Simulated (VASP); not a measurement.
Consider the following.

```xyz
2
Lattice="2.7832 0.0000 0.0000 0.0000 2.7832 0.0000 0.0000 0.0000 2.7832" Properties=species:S:1:pos:R:3 pbc="T T T"
Cr     0.0000     0.0000     0.0000
Cr     1.3916     1.3916     1.3916
```

The numbers are results of LDA (Ceperley-Alder, Perdew-Zunger) with spin-orbit coupling, VASP's LDA PAW potentials (set 64) (plane waves; VASP), not measurements. Run with 400 eV cut-off, 12×12×12 Γ-centred mesh, Gaussian smearing of 0.050 eV, potentials Cr_pv.

Task: What does the run give for the energy per atom (σ→0), band gap (over mesh and band path) with the smallest direct gap where there is one?

Result: 
```json
{
 "band gap (over mesh and band path)": "none (metal, semimetal or under 0.01 eV)",
 "energy per atom (σ→0)": "-10.643 eV/atom"
}
```

Only differences to runs with the same potentials and settings are physical.

The compound is Cr in the bcc, AFM order structure. It was relaxed first, which changed the volume by -10 %.
